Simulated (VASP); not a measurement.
Consider the following.

```xyz
1
Lattice="-1.6781 1.6781 1.6781 1.6781 -1.6781 1.6781 1.6781 1.6781 -1.6781" Properties=species:S:1:pos:R:3 pbc="T T T"
Ta     0.0000     0.0000     0.0000
```

These are PW91 GGA, VASP's PBE PAW potentials (set 64) (plane waves; VASP) values and carry that method's errors. Run with 520 eV cut-off, 15×15×15 Γ-centred mesh, first-order Methfessel-Paxton smearing of 0.10 eV, potentials Ta_pv.

Problem. Give the stress tensor in GPa (positive for a compressed cell).

Solution. 
```
-5.90   0.00   0.00
 0.00  -5.90   0.00
 0.00   0.00  -5.90
```
The pressure is its mean diagonal, -5.90 GPa.

The compound is Ta in the bcc structure. This cell is one point of a volume scan, at 1.03 of the reference volume.
